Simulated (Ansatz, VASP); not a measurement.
## B17SbN18 (a cell with a defect): VASP beside Ansatz

File INCAR:

```
PREC = Accurate ; ENCUT = 520
EDIFF = 1E-8 ; ISMEAR = -1
SIGMA = 0.01 ; LREAL = Auto
LASPH = True ; NELM = 100
ALGO = Fast ; ISIF = 2
LWAVE = False ; LCHARG = False
GGA = PE ; LEFG = True
NBANDS = 97
```

KPOINTS

```
regular mesh
0
Gamma
  3 3 3
```

Contents of POSCAR:

```
B17SbN18
1.0
    7.4947200000      0.0000000000      0.0000000000
   -3.7473600000      6.4906179144      0.0000000000
    0.0000000000      0.0000000000      6.6357000000
Sb B N
1 17 18
Direct
    0.1111111111      0.2222222222      0.2500000000
    0.1111111111      0.5555555556      0.2500000000
    0.1111111111      0.8888888889      0.2500000000
    0.4444444444      0.2222222222      0.2500000000
    0.4444444444      0.5555555556      0.2500000000
    0.4444444444      0.8888888889      0.2500000000
    0.7777777778      0.2222222222      0.2500000000
    0.7777777778      0.5555555556      0.2500000000
    0.7777777778      0.8888888889      0.2500000000
    0.2222222222      0.1111111111      0.7500000000
    0.2222222222      0.4444444444      0.7500000000
    0.2222222222      0.7777777778      0.7500000000
    0.5555555556      0.1111111111      0.7500000000
    0.5555555556      0.4444444444      0.7500000000
    0.5555555556      0.7777777778      0.7500000000
    0.8888888889      0.1111111111      0.7500000000
    0.8888888889      0.4444444444      0.7500000000
    0.8888888889      0.7777777778      0.7500000000
    0.1111111111      0.2222222222      0.7500000000
    0.1111111111      0.5555555556      0.7500000000
    0.1111111111      0.8888888889      0.7500000000
    0.4444444444      0.2222222222      0.7500000000
    0.4444444444      0.5555555556      0.7500000000
    0.4444444444      0.8888888889      0.7500000000
    0.7777777778      0.2222222222      0.7500000000
    0.7777777778      0.5555555556      0.7500000000
    0.7777777778      0.8888888889      0.7500000000
    0.2222222222      0.1111111111      0.2500000000
    0.2222222222      0.4444444444      0.2500000000
    0.2222222222      0.7777777778      0.2500000000
    0.5555555556      0.1111111111      0.2500000000
    0.5555555556      0.4444444444      0.2500000000
    0.5555555556      0.7777777778      0.2500000000
    0.8888888889      0.1111111111      0.2500000000
    0.8888888889      0.4444444444      0.2500000000
    0.8888888889      0.7777777778      0.2500000000
```

Input for Ansatz:

```yaml
crystal:
  lattice:
    - [7.49472, 0.0, 0.0]
    - [-3.74736, 6.4906179144, 0.0]
    - [0.0, 0.0, 6.6357]
  atoms:
    - { symbol: Sb, position: [0.1111111111, 0.2222222222, 0.25] }
    - { symbol: B, position: [0.1111111111, 0.5555555556, 0.25] }
    - { symbol: B, position: [0.1111111111, 0.8888888889, 0.25] }
    - { symbol: B, position: [0.4444444444, 0.2222222222, 0.25] }
    - { symbol: B, position: [0.4444444444, 0.5555555556, 0.25] }
    - { symbol: B, position: [0.4444444444, 0.8888888889, 0.25] }
    - { symbol: B, position: [0.7777777778, 0.2222222222, 0.25] }
    - { symbol: B, position: [0.7777777778, 0.5555555556, 0.25] }
    - { symbol: B, position: [0.7777777778, 0.8888888889, 0.25] }
    - { symbol: B, position: [0.2222222222, 0.1111111111, 0.75] }
    - { symbol: B, position: [0.2222222222, 0.4444444444, 0.75] }
    - { symbol: B, position: [0.2222222222, 0.7777777778, 0.75] }
    - { symbol: B, position: [0.5555555556, 0.1111111111, 0.75] }
    - { symbol: B, position: [0.5555555556, 0.4444444444, 0.75] }
    - { symbol: B, position: [0.5555555556, 0.7777777778, 0.75] }
    - { symbol: B, position: [0.8888888889, 0.1111111111, 0.75] }
    - { symbol: B, position: [0.8888888889, 0.4444444444, 0.75] }
    - { symbol: B, position: [0.8888888889, 0.7777777778, 0.75] }
    - { symbol: "N", position: [0.1111111111, 0.2222222222, 0.75] }
    - { symbol: "N", position: [0.1111111111, 0.5555555556, 0.75] }
    - { symbol: "N", position: [0.1111111111, 0.8888888889, 0.75] }
    - { symbol: "N", position: [0.4444444444, 0.2222222222, 0.75] }
    - { symbol: "N", position: [0.4444444444, 0.5555555556, 0.75] }
    - { symbol: "N", position: [0.4444444444, 0.8888888889, 0.75] }
    - { symbol: "N", position: [0.7777777778, 0.2222222222, 0.75] }
    - { symbol: "N", position: [0.7777777778, 0.5555555556, 0.75] }
    - { symbol: "N", position: [0.7777777778, 0.8888888889, 0.75] }
    - { symbol: "N", position: [0.2222222222, 0.1111111111, 0.25] }
    - { symbol: "N", position: [0.2222222222, 0.4444444444, 0.25] }
    - { symbol: "N", position: [0.2222222222, 0.7777777778, 0.25] }
    - { symbol: "N", position: [0.5555555556, 0.1111111111, 0.25] }
    - { symbol: "N", position: [0.5555555556, 0.4444444444, 0.25] }
    - { symbol: "N", position: [0.5555555556, 0.7777777778, 0.25] }
    - { symbol: "N", position: [0.8888888889, 0.1111111111, 0.25] }
    - { symbol: "N", position: [0.8888888889, 0.4444444444, 0.25] }
    - { symbol: "N", position: [0.8888888889, 0.7777777778, 0.25] }
kpoints:
  mp_grid: { grid: [3, 3, 3] }
scf:
  occupations: { method: fermi_dirac, width: 0.01 }
  convergence: { dr2_threshold: 1.0e-11 }
  lower_state_search: light
hamiltonian:
  xc: pbe
  pseudopotentials: { kind: paw }
output:
  forces: true
  stress: true
  populations: true
  efg:
    quadrupole_moments_barn: { Sb: -0.543, B: 0.04059, "N": 0.02044 }
    contact_densities: true
  write_density: true
  write_potential: true
  elf: true
  volumetric_format: npy
```

Alike in both runs: task electric field gradients; functional PBE; k mesh 3 × 3 × 3; occupations fermi-dirac, width 0.01 eV; no spin polarisation.

|  | VASP | Ansatz |
| --- | --- | --- |
| version | VASP 6.6.1 | Ansatz 0.2.0 |
| potentials or method | VASP PAW PBE potentials, release 64 (Sb, B, N) | plane-wave PAW, scalar-relativistic |
| plane-wave cutoff (eV) | 520 | 420 |
| valence electrons in the cell | 146 | 156 |

|  | VASP | Ansatz | Ansatz less VASP |
| --- | --- | --- | --- |
| rms of the force components (eV/Å) | 8.061 | 7.872 | -0.1893 |
| Vzz of the field gradient on the site that differs most (V/Å²) | 1214.7 | 912.8 | -301.85 |

Atom by atom the forces differ by 0.190 eV/Å (rms over components). The two sets of potentials don't hold the same shells in valence. Ansatz warned: «gradients_without_spin_orbit».

 Spin-orbit coupling is left out, which matters for the levels of Sb.
